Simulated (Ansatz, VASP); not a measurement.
# HfC: VASP beside Ansatz, part 2 of 2

Aim: how closely do two programs agree when they are given the same cell, functional and k mesh? The cell is taken from a series of runs on this material, whose earlier steps may have relaxed, scaled, displaced or heated it; both programs get it as it stands.

VASP 6.6.1 and Ansatz 0.2.0.

So far: The structure; VASP: zone-centre phonons, LDA.

### 3. Ansatz: zone-centre phonons, LDA

Level of this step: Ansatz beside VASP: Kohn-Sham DFT, plane waves, LDA (Ansatz).

Ansatz runs on its PAW soft_1 files.

The same cell, functional (in two slightly different forms), mesh and smearing now go to Ansatz, which takes its cutoff from its data sets.

File input.yaml:

```yaml
crystal:
  lattice:
    - [-0.0297492676, 2.2703944135, 2.2925257084]
    - [2.2703944135, -0.0297492676, 2.2925257084]
    - [2.2406451459, 2.2406451459, 0.0]
  atoms:
    - { symbol: C, position: [0.0, 0.0, 0.0] }
    - { symbol: Hf, position: [0.5, 0.5, 0.5] }
kpoints:
  mp_grid: { grid: [16, 16, 16] }
hamiltonian:
  xc: lda
  pseudopotentials: { kind: paw, azcp: { folder: soft_1 }, xc_functional: pbe }
scf:
  occupations: { method: methfessel_paxton, width: 0.2 }
output:
  eigenvalues: true
phonons:
  method: dfpt
```

Run with:

```bash
$ ansatz run input.yaml --threads 4 --pin off --max-ram 10240MiB --backend cpu --events-out ev --progress --plain --runs-dir out
```

Numbers of over 12 decimals in the logs are rounded to 6 here.

The log of the run:

```text
zone centre: on kpoints.mp_grid the ground state, and the responses unless they are solved on pairs of k-points, stand on 1098 of the mesh's 4096 k-points, reduced under 4 symmetry operations, with k and −k counted as one. Each operation leaves every solved displacement unchanged or reverses it
Engine: ansatz 0.2.0, aarch64-unknown-linux-gnu
Pseudopotentials: kind: paw
Pseudopotential: C, paw, valence charge 4, recommended cutoff 420 eV (normal), soft_1/C.paw.azcp
Pseudopotential: Hf, paw, valence charge 26, recommended cutoff 420 eV (normal), soft_1/Hf.paw.azcp
Functional definition: SPW92
  exchange = slater_x
  correlation = pw_c
Crystal: 2 atoms, lattice volume = 23.630 Å³
Basis set: ecut = 420 eV, 463 PW (Γ), exchange–correlation on 48×48×48 points (8 copies of the dense FFT grid, shifted against one another)
Bands: 19, of which v1, the nominal top of the filled ones, is band 15 counted from 1 (14 counted from 0)
Symmetry: 8 space group operations
k-points: 1098 of 4096 (irreducible under 4 space group operations)
Non-local potential: C, projectors of the file, l = 0: 2, l = 1: 2, l = 2: 1
Non-local potential: Hf, projectors of the file, l = 0: 3, l = 1: 2, l = 2: 2, l = 3: 3
PAW form: soft (Blöchl's): semilocal exchange-correlation on the pseudo side does not see the compensation charge
PAW frozen core: C, regenerated for the run's functional, and the local potential with it (the file was generated under x = pbe(κ = 0.804, μ = 0.219515), c = pbe(β = 0.066725))
PAW frozen core: Hf, regenerated for the run's functional, and the local potential with it (the file was generated under x = pbe(κ = 0.804, μ = 0.219515), c = pbe(β = 0.066725))
PAW one-centre angular grid: C, 110 points (default); XC on 64 Gauss nodes
PAW one-centre angular grid: Hf, 590 points (default); XC on 64 Gauss nodes
Initial density: superposition of atomic densities (chi_scale 0.1, normalization cell, long waves kept (reshape's long-wave potential 0.00 eV rms))
Initial wavefunctions: pseudopotential atomic-orbital guess
Functional: x = slater, c = lda
SCF iter   1: F=—  HF=-15723.147012 eV  |F-HF|=—  |Δ(HF+E_count)|=         —  Δρ=9.28e-2  dr2=2.71e0  ethr=3.10e-3  ⟨swp⟩=4.9  Hψ=92290  notcnv=0
preconditioner: auto → Kerker (q_TF=auto, 2.839 Å⁻¹)  [metal: Δε(μ)=0.035 eV  Ē_g=17.770 eV  σ=0.200 eV  W_gap=0.15  n_scr=14 (ndim 8)  ℏωp=40.4 eV  f_vac=0.000  D(μ)=0.20/eV (n_scr^D=0)]
SCF iter   2: F=—  HF=-15722.565620 eV  |F-HF|=—  |Δ(HF+E_count)|=   5.81e-1  S|Δr|=    0.00e0  Δρ=3.31e-2  dr2=2.61e-1  ethr=3.10e-3  ⟨swp⟩=2.1  Hψ=36106  notcnv=0  defer=1
SCF iter   3: F=—  HF=-15722.504394 eV  |F-HF|=—  |Δ(HF+E_count)|=   6.12e-2  S|Δr|=    0.00e0  Δρ=1.36e-2  dr2=2.63e-2  ethr=8.71e-4  ⟨swp⟩=2.0  Hψ=37564  notcnv=0
SCF iter   4: F=—  HF=-15722.498870 eV  |F-HF|=—  |Δ(HF+E_count)|=   5.52e-3  S|Δr|=    0.00e0  Δρ=7.53e-3  dr2=6.44e-3  ethr=8.76e-5  ⟨swp⟩=2.1  Hψ=37118  notcnv=0
SCF iter   5: F=—  HF=-15722.498179 eV  |F-HF|=—  |Δ(HF+E_count)|=   6.90e-4  S|Δr|=    0.00e0  Δρ=1.45e-3  dr2=2.80e-4  ethr=2.15e-5  ⟨swp⟩=2.0  Hψ=32045  notcnv=0
SCF iter   6: F=—  HF=-15722.498074 eV  |F-HF|=—  |Δ(HF+E_count)|=   1.06e-4  S|Δr|=    0.00e0  Δρ=2.77e-4  dr2=1.91e-5  ethr=9.33e-7  ⟨swp⟩=2.7  Hψ=39899  notcnv=0
SCF iter   7: F=—  HF=-15722.498077 eV  |F-HF|=—  |Δ(HF+E_count)|=   3.19e-6  S|Δr|=    0.00e0  Δρ=8.01e-5  dr2=1.12e-6  ethr=6.36e-8  ⟨swp⟩=2.3  Hψ=38296  notcnv=0
SCF iter   8: F=—  HF=-15722.498077 eV  |F-HF|=—  |Δ(HF+E_count)|=   2.85e-7  S|Δr|=    0.00e0  Δρ=1.33e-5  dr2=2.47e-8  ethr=3.73e-9  ⟨swp⟩=2.9  Hψ=39533  notcnv=0
SCF iter   9: F=—  HF=-15722.498077 eV  |F-HF|=—  |Δ(HF+E_count)|=   8.48e-9  S|Δr|=    0.00e0  Δρ=2.50e-6  dr2=1.12e-9  ethr=8.25e-11  ⟨swp⟩=2.4  Hψ=32586  notcnv=0
SCF iter  10: F=—  HF=-15722.498077 eV  |F-HF|=—  |Δ(HF+E_count)|=  1.64e-10  S|Δr|=    0.00e0  Δρ=2.46e-7  dr2=1.28e-11  ethr=3.75e-12  ⟨swp⟩=2.3  Hψ=36095  notcnv=0
SCF iter  11: F=-15722.498077 eV  HF=-15722.498077 eV  |F-HF|=9.09e-12  |Δ(HF+E_count)|=  1.82e-12  S|Δr|=    0.00e0  Δρ=4.85e-8  dr2=4.02e-13  ethr=1.00e-12  ⟨swp⟩=7.9  Hψ=125815  notcnv=0
SCF 1 converged in 11 iterations: F = -15722.498077 eV  dr2 = 4.02e-13
  greatest PAW one-centre occupation: 0.998 electrons in one spin orbital (limit 2), on the Hf atom at site 1 (counted from 0), in its partial waves of l = 3
DFPT response loops at Γ: preconditioner auto → Kerker (q_TF=auto, 2.839 Å⁻¹) (partly filled bands, converged f_vac=0.000); β = 1.00, the filter's whole step (`scf.mixing.beta` (0.50) is not read by the response loops under this deck's `scf.mixing.preconditioner`; to damp them name `kerker` or `kerker_dos`, under which they read `scf.mixing.beta`, and type it under 1.00, their step now; both keys bind the ground state too); Broyden in place of MSR1
SCF converged after 11 iterations
Stability not checked: this state was not tested for a lower state beside it, because cold or Methfessel-Paxton smearing, or corrected tetrahedra, fill the levels in a way that the test cannot read (fill_not_monotonic; see scf.lower_state_search)
Free energy (F): -15722.498077 eV
Harris-Foulkes:  -15722.498077 eV  (|F-HF|=9.09e-12)
Internal energy: -15722.497668 eV  (E = F + TS)
E sigma→0 (E₀):  -15722.497975 eV
Entropy (-TS):   -0.000408 eV (-0.204 meV/atom)
Fermi energy:    19.518399 eV
--- Per-component energies (eV) ---
  E_band       = 97.643820
  E_kinetic    = 498.242418
  E_local      = -6070.980950  (includes V_loc(G=0)·N_el)
  E_nonlocal   = 99.596225
  E_hartree    = 2982.999509
  E_xc         = -313.287256
  E_vxc        = -315.646793  (∫ρ·V_xc dr)
  E_paw        = -7548.896066  (= ΣΔE_a)
  E_vpaw       = -79.566198  (= ΣTr[D̂ρ^β])
  E_aug_tail   = 0.000123  (compensation charges beyond the density's cutoff)
  E_ewald      = -5372.691591
  E_core_change = 2.519920  (= ΣΔE_core)
  E_smearing   = -0.000408  (= −TS)
  E_closure    = 0.000000  (closes the sum)
  Σ components = -15722.498077   (vs F -15722.498077, Δ=0.00e0)
--- Band table (eV; the first three rows and the last of 1098) ---
  k-point 0: bands = [... 11 lower, 8.7519, 20.5690, 20.5893, 20.6324, 20.7025, 20.7412, 21.0375, 22.9166]
  k-point 1: bands = [... 11 lower, 8.7513, 19.8669, 19.9538, 20.0519, 20.9087, 21.0407, 21.5091, 23.4804]
  k-point 2: bands = [... 11 lower, 8.7516, 18.7891, 19.0786, 19.1851, 21.2554, 21.4015, 21.9258, 24.6384]
  k-point 1097: bands = [... 11 lower, 8.9379, 16.9504, 17.4528, 19.4621, 19.7222, 25.0780, 26.5842, 26.5964]
--- Phonons (Γ-DFPT): 4 representative perturbations + reference, on 1098 of 4096 k-points (Σ response iterations 12) ---
  k mesh reduced under 4 symmetry operations, with k and −k counted as one. Each operation leaves every solved displacement unchanged or reverses it
  ASR residual: 1.322e-5 → 0.000e0 eV/Å²; symmetrization residual: 1.053e-6 eV/Å²
  ASR residual per site (eV/Å²): 1.32e-5 2.41e-6
  Γ frequencies (cm⁻¹): 0.00 0.00 0.00 452.63 468.20 496.79
  non-analytic LO–TO correction: not included (Born effective charges unavailable; polar crystals: no LO–TO splitting at Γ)
```

### 4. Differences

Known differences besides the potentials themselves: the two LDA forms differ slightly; the data sets hold 30 valence electrons in Ansatz (on its PAW soft_1 files) and 14 in VASP; the cutoff is 420 eV in Ansatz and 600 eV in VASP; VASP's log shows a relativistic correction to its local exchange, Ansatz's none. Total energies have different zeros and are not compared.

The two programs side by side:

```tsv
quantity	Ansatz	VASP	difference
optical mode 1 (cm⁻¹)	452.6	450.7	+0.44 %
optical mode 2 (cm⁻¹)	468.2	468.7	-0.12 %
optical mode 3 (cm⁻¹)	496.8	497.0	-0.05 %
```

Modes are paired by rising frequency, not by their patterns, so a pair may set unlike modes beside each other; they are those without the splitting of longitudinal modes.

### 5. What came out

```
r.m.s. difference of the optical zone-centre modes, each program's sorted by frequency (zone-centre phonons, LDA) : 1.2 cm⁻¹
```

In words: The r.m.s. difference of the optical zone-centre modes, each program's sorted by frequency is 1.2 cm⁻¹ (zone-centre phonons, LDA). The data sets hold unlike numbers of valence electrons (30 in Ansatz and 14 in VASP), so part of the differences comes from the potentials. Such differences can come from data sets, numerical settings and the points named under the comparisons, not from the functional's error against experiment.

[Lines on the potential files, build, host, timing and source positions are cut from VASP's logs without a mark.]

[Logs are printed without paths, hosts, clocks, repeated set-up lines and the standing remarks that a program may print on its own settings, such as how far it seeks lower states.]

[Hosts, paths, dates, database ids (printed as entryN), source tags and the programs' standing remarks are cut or masked in the printed files.]
